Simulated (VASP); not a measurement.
# Li2V (F-43m) in VASP: further runs

Aim: see how the results for Li2V move with the level of theory and the settings. Levels: PBE, LDA. Tasks: relaxation of cell and atoms, relaxation of the atoms.

All numbers are computed with VASP 6.6.1; they aren't measurements. Logs are shortened: lines on timing, memory, paths and dates and some standing lists are left out, and cuts for length are marked.

### Step 1. Starting point

It takes space group F-43m (No. 216, cubic). Conventional cell: a = 6.522 Å, b = 6.522 Å, c = 6.522 Å, α = 90.00°, β = 90.00°, γ = 90.00°. Around Li (site symmetry -43m) lie 4 Li at 2.82 Å. Li (site symmetry -43m) is surrounded by 4 Li at 2.82 Å and 4 V at 2.82 Å. V (site symmetry -43m) is surrounded by 4 Li at 2.82 Å.

The cell was built by a generator and needn't be a form met in nature.

### Step 2. Relaxation of cell and atoms, PBE, collinear spin, ferromagnetic start

Contents of INCAR:

```
ALGO     = Normal         # electronic algorithm
EDIFF    = 1E-6           # SCF threshold, eV
EDIFFG   = -0.01          # ionic threshold
ENCUT    = 600            # plane-wave cutoff, eV
GGA      = PE             # functional
IBRION   = 2              # ionic algorithm
ISIF     = 3              # what is computed and relaxed
ISMEAR   = 1              # smearing method
ISPIN    = 2              # spin polarisation
LASPH    = T              # aspherical terms in the spheres
LCHARG   = F              # write CHGCAR
LMAXMIX  = 4              # l up to which the mixer works
LORBIT   = 11             # projections on sites
LREAL    = F              # projectors in reciprocal space
LWAVE    = F              # write WAVECAR
MAGMOM   = 0 0 2          # initial moments
NELM     = 100            # most SCF steps
NSW      = 60             # ionic steps
PREC     = Accurate       # precision mode
SIGMA    = 0.2            # smearing width, eV
```

Contents of KPOINTS:

```
k-points
0
Gamma
  7 7 7
```

Contents of POSCAR:

```
Li2V
1.0
    0.0000000000      3.2608953900      3.2608953900
    3.2608953900      0.0000000000      3.2608953900
    3.2608953900      3.2608953900      0.0000000000
Li V
2 1
Direct
    0.7500000000      0.7500000000      0.7500000000
    0.0000000000      0.0000000000      0.0000000000
    0.2500000000      0.2500000000      0.2500000000
```

Potentials or basis: VASP PAW PBE potentials, release 64 (Li_sv, V_sv).

On the command line:

```
> cat potpaw_PBE.64/Li_sv/POTCAR potpaw_PBE.64/V_sv/POTCAR > POTCAR
> mpirun -np 1 vasp_std > vasp.out
```

OUTCAR:

```text
EDIFF = 1E-6
   EDIFFG = -0.01
   ENCUT = 600
   GGA = PE
   IBRION = 2
   ISIF = 3
   ISMEAR = 1
   ISPIN = 2
   LASPH = T
   LORBIT = 11
   LREAL = F
   NELM = 100
   NSW = 60
   PREC = Accurate

 ion  position               nearest neighbor table
   1  0.750  0.750  0.750-
   2  0.000  0.000  0.000-
   3  0.250  0.250  0.250-

  LATTYP: Found a face centered cubic cell.
 ALAT       =     6.5217907800

  Lattice vectors:

 A1 = (   0.0000000000,   3.2608953900,   3.2608953900)
 A2 = (   3.2608953900,   0.0000000000,   3.2608953900)
 A3 = (   3.2608953900,   3.2608953900,   0.0000000000)

Analysis of symmetry for initial positions (statically):
=====================================================================
 Subroutine PRICEL returns:
 Original cell was already a primitive cell.

 Routine SETGRP: Setting up the symmetry group for a
 face centered cubic supercell.

 Subroutine GETGRP returns: Found 24 space group operations
 (whereof 24 operations were pure point group operations)
 out of a pool of 48 trial point group operations.

The static configuration has the point symmetry T_d .

Analysis of symmetry for dynamics (positions and initial velocities):
=====================================================================
 Subroutine PRICEL returns:
 Original cell was already a primitive cell.

 Routine SETGRP: Setting up the symmetry group for a
 face centered cubic supercell.

 Subroutine GETGRP returns: Found 24 space group operations
 (whereof 24 operations were pure point group operations)
 out of a pool of 48 trial point group operations.

The dynamic configuration has the point symmetry T_d .

Analysis of structural, dynamic, and magnetic symmetry:
=====================================================================
 Subroutine PRICEL returns:
 Original cell was already a primitive cell.

 Routine SETGRP: Setting up the symmetry group for a
 face centered cubic supercell.

 Subroutine GETGRP returns: Found 24 space group operations
 (whereof 24 operations were pure point group operations)
 out of a pool of 48 trial point group operations.

The overall configuration has the point symmetry T_d .

 Subroutine INISYM returns: Found 24 space group operations
 (whereof 24 operations are pure point group operations),
 and found     1 'primitive' translations

----------------------------------------------------------------------------------------

                                     Primitive cell

  volume of cell :      69.3491

  direct lattice vectors                    reciprocal lattice vectors
     0.000000000  3.260895390  3.260895390    -0.153332119  0.153332119  0.153332119
     3.260895390  0.000000000  3.260895390     0.153332119 -0.153332119  0.153332119
     3.260895390  3.260895390  0.000000000     0.153332119  0.153332119 -0.153332119

  length of vectors
     4.611602486  4.611602486  4.611602486     0.265579021  0.265579021  0.265579021

  position of ions in fractional coordinates (direct lattice)
     0.750000000  0.750000000  0.750000000
     0.000000000  0.000000000  0.000000000
     0.250000000  0.250000000  0.250000000

  ion indices of the primitive-cell ions
   primitive index   ion index
                 1           1
                 2           2
                 3           3

----------------------------------------------------------------------------------------

 KPOINTS: k-points

Automatic generation of k-mesh.
 Grid dimensions read from file:
 generate k-points for:    7    7    7

 Generating k-lattice:

  Cartesian coordinates                     Fractional coordinates (reciprocal lattice)
    -0.021904588  0.021904588  0.021904588     0.142857143  0.000000000  0.000000000
     0.021904588 -0.021904588  0.021904588     0.000000000  0.142857143  0.000000000
     0.021904588  0.021904588 -0.021904588     0.000000000  0.000000000  0.142857143

  Length of vectors
     0.037939860  0.037939860  0.037939860

  Shift w.r.t. Gamma in fractional coordinates (k-lattice)
     0.000000000  0.000000000  0.000000000

 Subroutine IBZKPT returns following result:
 ===========================================

 Found     20 irreducible k-points:

 Following reciprocal coordinates:
            Coordinates               Weight
  0.000000  0.000000  0.000000      1.000000
  0.142857  0.000000  0.000000      8.000000
  0.285714  0.000000  0.000000      8.000000
  0.428571  0.000000  0.000000      8.000000
  0.142857  0.142857  0.000000      6.000000
  0.285714  0.142857  0.000000     24.000000
[... 12 lines left out ...]
 -0.428571  0.428571  0.142857     24.000000
 -0.285714  0.428571  0.142857     24.000000
   k-points           NKPTS =     20   k-points in BZ     NKDIM =     20   number of bands    NBANDS=     14
   number of dos      NEDOS =    301   number of ions     NIONS =      3
   total plane-waves  NPLWV =  64000
   dimension x,y,z NGX =    40 NGY =   40 NGZ =   40
   dimension x,y,z NGXF=    80 NGYF=   80 NGZF=   80
   ions per type =               2   1
   NGX,Y,Z   is equivalent  to a cutoff of  14.42, 14.42, 14.42 a.u.
   NGXF,Y,Z  is equivalent  to a cutoff of  28.84, 28.84, 28.84 a.u.
 SYSTEM =  unknown system
   PREC   = accura    normal or accurate (medium, high low for compatibility)
   ISTART =      0    job   : 0-new  1-cont  2-samecut
   ICHARG =      2    charge: 1-file 2-atom 10-const
   ISPIN  =      2    spin polarized calculation?
   LNONCOLLINEAR =      F non collinear calculations
   LSORBIT =      F    spin-orbit coupling
   LASPH  =      T    aspherical Exc in radial PAW
   ENCUT  =  600.0 eV  44.10 Ry    6.64 a.u.   9.21  9.21  9.21*2*pi/ulx,y,z
   NELM   =    100;   NELMIN=  2; NELMDL= -5     # of ELM steps
   EDIFF  = 0.1E-05   stopping-criterion for ELM
   LREAL  =      F    real-space projection
   EDIFFG = -.1E-01   stopping-criterion for IOM
   NSW    =     60    number of steps for IOM
   IBRION =      2    ionic relax: 0-MD 1-quasi-New 2-CG
   NFREE  =      1    steps in history (QN), initial steepest desc. (CG)
   ISIF   =      3    stress and relaxation
   ISYM   =      2    0-nonsym 1-usesym 2-fastsym
   POTIM  = 0.5000    time-step for ionic-motion
   TEBEG  =    0.0;   TEEND  =   0.0 temperature during run
   PSTRESS=    0.0 pullay stress
   NELECT =      19.0000    total number of electrons
   NUPDOWN=      -1.0000    fix difference up-down
   EMIN   =  10.00;   EMAX   =-10.00  energy-range for DOS
[... 5 lines left out ...]
     AMIX     =   0.40;   BMIX     =  1.00
     AMIX_MAG =   1.60;   BMIX_MAG =  1.00
  volume/ion in A,a.u.               =      23.12       156.00
  Fermi-wavevector in a.u.,A,eV,Ry     =   1.063276  2.009299 15.382134  1.130555
  Thomas-Fermi vector in A             =   2.198755
   LORBIT       =     11    0 simple, 1 ext, 2 COOP (PROOUT), +10 PAW based schemes
   GGA     = PE    functional components
   LHFCALC =     F    Hartree Fock is set to
   AEXX    =    0.0000 exact exchange contribution
   IVDW    =     0    specifies the selected vdW correction
   LEPSILON=     F    determine dielectric tensor
   LRPA    =     F    only Hartree local field effects (RPA)
 conjugate gradient relaxation of ions
 spin polarized calculation
 Methfessel and Paxton  Order N= 1 SIGMA  =   0.20
  energy-cutoff  :      600.00
  volume of cell :       69.35
 maximum number of plane-waves:      2328
 NGX is ok and might be reduce to    40
   NGX = 19   NGY = 19   NGZ = 19

--------------------------------------- Ionic step        1  -------------------------------------------

 number of electron      19.0000006 magnetization       4.2127829

 Free energy of the ion-electron system (eV)
  ---------------------------------------------------
  ext. energy  EPLUGINS =         0.00000000
  ---------------------------------------------------
  free energy    TOTEN  =        -9.63350074 eV

  energy without entropy =       -9.61550646  energy(sigma->0) =       -9.62750264

------------------------ aborting loop because EDIFF is reached ----------------------------------------

  FORCE on cell =-STRESS in cart. coord.  units (eV):
  Direction    XX          YY          ZZ          XY          YZ          ZX
  --------------------------------------------------------------------------------------
  -------------------------------------------------------------------------------------
  Total       -0.7663554     -0.7663554     -0.7663554      0.0000000      0.0000000     -0.0000000
  in kB      -17.7051749    -17.7051749    -17.7051749      0.0000000      0.0000000     -0.0000000
  external PRESSURE =     -17.7051749 kB  Pullay stress =       0.0000000 kB
[... 96 lines left out ...]
  energy  without entropy=       -9.6579069910  energy(sigma->0) =       -9.66849581

--------------------------------------- Ionic step        4  -------------------------------------------

 number of electron      18.9999997 magnetization       4.1667779

 Free energy of the ion-electron system (eV)
  ---------------------------------------------------
  ext. energy  EPLUGINS =         0.00000000
  ---------------------------------------------------
  free energy    TOTEN  =        -9.67826911 eV

  energy without entropy =       -9.66169169  energy(sigma->0) =       -9.67274331

 E-fermi :   2.0550     XC(G=0):  -8.1889

 val. band max:        2.0533652174   @ k =  -0.4286   0.4286   0.0000
 cond. band min:       2.0575605162   @ k =  -0.4286   0.1429   0.0000
 fundamental gap:      0.0041952988
 Fermi energy:         2.0550235701

 spin component 1

 k-point     1 :       0.0000    0.0000    0.0000
  band No.  band energies     occupation
      1     -62.5721      1.00000
      2     -44.0100      1.00000
      3     -43.9244      1.00000
      4     -36.4704      1.00000
      5     -36.4704      1.00000
      6     -36.4704      1.00000
      7      -2.4828      1.00000
      8       1.3756      1.00001
      9       1.3756      1.00001
     10       1.3756      1.00001
     11       1.8331      1.03308
     12       1.8331      1.03308
     13       6.6613      0.00000
     14       6.6613      0.00000
[... 307 lines left out ...]
 k-point    20 :      -0.2857    0.4286    0.1429
  band No.  band energies     occupation
      1     -62.5720      1.00000
      2     -44.0039      1.00000
      3     -43.9308      1.00000
      4     -36.4721      1.00000
      5     -36.4715      1.00000
      6     -36.4713      1.00000
      7       0.4345      1.00000
      8       0.6678      1.00000
      9       1.0025      1.00000
     10       1.3955      1.00002
     11       1.9280      0.93507
     12       2.0488      0.52611
     13       2.4809     -0.00515
     14       3.0398     -0.00000
 Fermi energy:         2.0550235701

 spin component 2

 k-point     1 :       0.0000    0.0000    0.0000
  band No.  band energies     occupation
      1     -59.6547      1.00000
      2     -43.9853      1.00000
      3     -43.8384      1.00000
      4     -33.5747      1.00000
      5     -33.5747      1.00000
      6     -33.5747      1.00000
      7      -1.5504      1.00000
      8       3.6286     -0.00000
      9       3.6286     -0.00000
     10       3.6286     -0.00000
     11       4.4030     -0.00000
     12       4.4030     -0.00000
     13       7.3611      0.00000
     14       7.3611      0.00000
[... 351 lines left out ...]
  FREE ENERGIE OF THE ION-ELECTRON SYSTEM (eV)
  ---------------------------------------------------
  free  energy   TOTEN  =        -9.6782691141 eV

  energy  without entropy=       -9.6616916879  energy(sigma->0) =       -9.67274331

 reached required accuracy - stopping structural energy minimisation

 total charge

# of ion       s       p       d       tot
------------------------------------------
    1        2.037   0.048   0.000   2.085
    2        2.050   0.072   0.000   2.122
    3        2.244   6.029   3.063  11.336
--------------------------------------------------
tot          6.331   6.149   3.063  15.543

 magnetization (x)

# of ion       s       p       d       tot
------------------------------------------
    1       -0.002   0.017   0.000   0.015
    2        0.013   0.033   0.000   0.046
    3        0.044   0.030   2.952   3.025
--------------------------------------------------
tot          0.055   0.079   2.952   3.086
```

It took 5 min on 1 thread of AMD EPYC 7R43 (Zen 3), shared host; peak memory 0.27 GiB.

Results:

| Property | Result |
| --- | --- |
| Free energy | -9.6783 eV |
| Relaxed volume | 20.67 Å³/atom |
| Relaxed cell | a = 4.443 Å, b = 4.443 Å, c = 4.443 Å, α = 60.00°, β = 60.00°, γ = 60.00° |
| Space group after relaxing (to 0.05 Å) | F-43m (No. 216) |
| Energy gained by relaxing | 14.9 meV/atom |
| Ionic steps | 4 |
| Pressure after relaxing | 0.0 GPa |
| Band gap on the k mesh | none (metal or under the smearing width) |
| Net moment | 4.17 μB per cell |
| Site moments | Li +0.01, +0.05; V +3.02 μB |
| Valence electrons inside the program's atomic spheres | Li 2.08, 2.12; V 11.34 |

The path:
```
step  energy change (eV)  largest force (eV/Å)  pressure (GPa)  volume (Å³)
   1              0.0000                0.0000           -1.77        69.35
   2             -0.0241                0.0000           -1.36        66.82
   3             -0.0403                0.0000            0.71        59.85
   4             -0.0448                0.0000           -0.01        62.01
```

Final structure:
```
Li V
1.0
     0.00000    3.14163    3.14163
     3.14163    0.00000    3.14163
     3.14163    3.14163    0.00000
Li V
2 1
Direct
  0.75000 0.75000 0.75000
  0.00000 0.00000 0.00000
  0.25000 0.25000 0.25000
```

Levels at points of the mesh, in eV from the Fermi level:
Spin up:
| k point | band 9 | band 10 | band 11 | band 12 | band 13 | band 14 |
| --- | --- | --- | --- | --- | --- | --- |
| (0.00, 0.00, 0.00) | -0.68 | -0.68 | -0.22 | -0.22 | 4.61 | 4.61 |
Spin down:
```tsv
k point	band 4	band 5	band 6	band 7	band 8	band 9	band 10	band 11
(0.00, 0.00, 0.00)	-35.63	-35.63	-35.63	-3.61	1.57	1.57	1.57	2.35
```

Caveat: the cutoff is under 1.25 times the usual one of these potentials, so pressure, stress and relaxed cells hold a basis-set (Pulay) error.

[end of part 1 of 2]
